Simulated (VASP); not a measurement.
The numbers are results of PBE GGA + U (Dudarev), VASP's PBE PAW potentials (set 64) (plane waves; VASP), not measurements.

A VASP calculation is set up with these files.

**POSCAR**
```
BaTiO3
1
    3.9900000000     0.0000000000     0.0000000000
    0.0000000000     3.9900000000     0.0000000000
    0.0000000000     0.0000000000     4.0400000000
Ba Ti O
1 1 3
Direct
  0.0000000000   0.0000000000   0.0000000000
  0.5000000000   0.5000000000   0.5130000000
  0.5000000000   0.5000000000   0.9770000000
  0.0000000000   0.5000000000   0.4870000000
  0.5000000000   0.0000000000   0.4870000000
```

File KPOINTS:
```
Automatic mesh
0
Gamma
  7 7 7
0 0 0
```

### INCAR
```
ALGO  =  Normal
EDIFF  =  1E-6
ENCUT  =  400
GGA  =  PE
ISIF  =  2
ISMEAR  =  -1
LASPH  =  .TRUE.
LCHARG  =  .FALSE.
LDAU  =  .TRUE.
LDAUJ  =  0 0 0
LDAUL  =  -1 2 -1
LDAUTYPE  =  2
LDAUU  =  0 5.0 0
LMAXMIX  =  4
LREAL  =  .FALSE.
LWAVE  =  .FALSE.
NELM  =  100
PREC  =  Accurate
SIGMA  =  0.05
SYSTEM  =  BaTiO3
```

POTCAR, in this order: Ba_sv Ti_sv O (PBE.64 set). Program: vasp_std.

What VASP printed:

File OUTCAR:
```
 ion  position               nearest neighbor table
   1  0.000  0.000  0.000-   4 2.80   5 2.80   4 2.80   5 2.80   3 2.82   3 2.82   3 2.82   3 2.82
                             4 2.88   5 2.88   5 2.88   4 2.88   2 3.44   2 3.44   2 3.44   2 3.44
   2  0.500  0.500  0.513-   3 1.87   4 2.00   5 2.00   5 2.00   4 2.00   3 2.17   1 3.44   1 3.44
                             1 3.44   1 3.44   1 3.50   1 3.50   1 3.50   1 3.50
   3  0.500  0.500  0.977-   2 1.87   2 2.17   1 2.82   1 2.82   1 2.82   1 2.82
   4  0.000  0.500  0.487-   2 2.00   2 2.00   1 2.80   1 2.80   1 2.88   1 2.88
   5  0.500  0.000  0.487-   2 2.00   2 2.00   1 2.80   1 2.80   1 2.88   1 2.88
  LATTYP: Found a simple tetragonal cell.
 ALAT       =     3.9900000000
 C/A-ratio  =     1.0125313283
 Subroutine PRICEL returns:
 Original cell was already a primitive cell.
 Subroutine GETGRP returns: Found  8 space group operations
The static configuration has the point symmetry C_4v.
The dynamic configuration has the point symmetry C_4v.
 Subroutine INISYM returns: Found  8 space group operations
 Subroutine IBZKPT returns following result:
 Found     40 irreducible k-points:

 Following reciprocal coordinates:
            Coordinates               Weight
  0.000000  0.000000  0.000000      1.000000
  0.142857  0.000000  0.000000      4.000000
  0.285714  0.000000  0.000000      4.000000
...
```

**OSZICAR**
```
       N       E                     dE             d eps       ncg     rms          rms(c)
DAV:   1     0.410449168787E+03    0.41045E+03   -0.18530E+04  1920   0.150E+03
DAV:   2    -0.136013441897E+02   -0.42405E+03   -0.41527E+03  2536   0.445E+02
DAV:   3    -0.473210943995E+02   -0.33720E+02   -0.33644E+02  2936   0.131E+02
DAV:   4    -0.486110462689E+02   -0.12900E+01   -0.12894E+01  2792   0.214E+01
DAV:   5    -0.486579186922E+02   -0.46872E-01   -0.46871E-01  2632   0.299E+00    0.233E+01
DAV:   6    -0.363485847567E+02    0.12309E+02   -0.69850E+01  3008   0.784E+01    0.892E+00
DAV:   7    -0.367039293698E+02   -0.35534E+00   -0.75040E+00  2304   0.153E+01    0.524E+00
DAV:   8    -0.366888074359E+02    0.15122E-01   -0.14088E+00  2656   0.939E+00    0.159E+00
DAV:   9    -0.366693773835E+02    0.19430E-01   -0.13545E-01  2584   0.366E+00    0.921E-01
DAV:  10    -0.366759545789E+02   -0.65772E-02   -0.11052E-01  2312   0.232E+00    0.497E-01
DAV:  11    -0.366717234033E+02    0.42312E-02   -0.32268E-02  2584   0.120E+00    0.147E-01
DAV:  12    -0.366716955254E+02    0.27878E-04   -0.23703E-03  2320   0.493E-01    0.577E-02
DAV:  13    -0.366716962900E+02   -0.76463E-06   -0.26176E-04  2488   0.158E-01    0.128E-02
DAV:  14    -0.366717048557E+02   -0.85657E-05   -0.66690E-05  2592   0.897E-02    0.252E-02
DAV:  15    -0.366716973382E+02    0.75175E-05   -0.26088E-05  2496   0.437E-02    0.762E-03
DAV:  16    -0.366716971111E+02    0.22710E-06   -0.15106E-06  1520   0.920E-03
   1 F= -.36671697E+02 E0= -.36671697E+02  d E =-.166952E-10
```

File OUTCAR:
```
------------------------ aborting loop because EDIFF is reached ----------------------------------------
  FORCE on cell =-STRESS in cart. coord.  units (eV):
  Direction    XX          YY          ZZ          XY          YZ          ZX
  --------------------------------------------------------------------------------------
  Total        1.5014882      1.5014882      1.8400302      0.0000000      0.0000000      0.0000000
  in kB       37.4029052     37.4029052     45.8361755      0.0000000      0.0000000      0.0000000
  external PRESSURE =      40.2139953 kB  Pullay stress =       0.0000000 kB
  volume of cell :       64.32
      direct lattice vectors                 reciprocal lattice vectors
     3.990000000  0.000000000  0.000000000     0.250626566  0.000000000  0.000000000
     0.000000000  3.990000000  0.000000000     0.000000000  0.250626566  0.000000000
     0.000000000  0.000000000  4.040000000     0.000000000  0.000000000  0.247524752
 POSITION                                       TOTAL-FORCE (eV/Angst)
 -----------------------------------------------------------------------------------
      0.00000      0.00000      0.00000         0.000000      0.000000      0.000806
      1.99500      1.99500      2.07252        -0.000000      0.000000     -0.707318
      1.99500      1.99500      3.94708        -0.000000     -0.000000      0.741705
      0.00000      1.99500      1.96748        -0.000000      0.000000     -0.017596
      1.99500      0.00000      1.96748         0.000000      0.000000     -0.017596
 -----------------------------------------------------------------------------------
    total drift:                                0.000000      0.000000      0.000108
  FREE ENERGIE OF THE ION-ELECTRON SYSTEM (eV)
  ---------------------------------------------------
  free  energy   TOTEN  =       -36.6716971111 eV

  energy  without entropy=      -36.6716971111  energy(sigma->0) =      -36.67169711
```
(Selected blocks of OUTCAR.)

At this cut-off the stress carries a Pulay error, which pulls relaxed volumes low.

The structure is a typed BaTiO3 crystal. The cell was not relaxed at this level. The run is one of a series of settings (LDAU = .TRUE., LDAUJ = 0 0 0, LDAUL = -1 2 -1, LDAUTYPE = 2, LDAUU = 0 5.0 0 against the base run), some of them coarse on purpose.
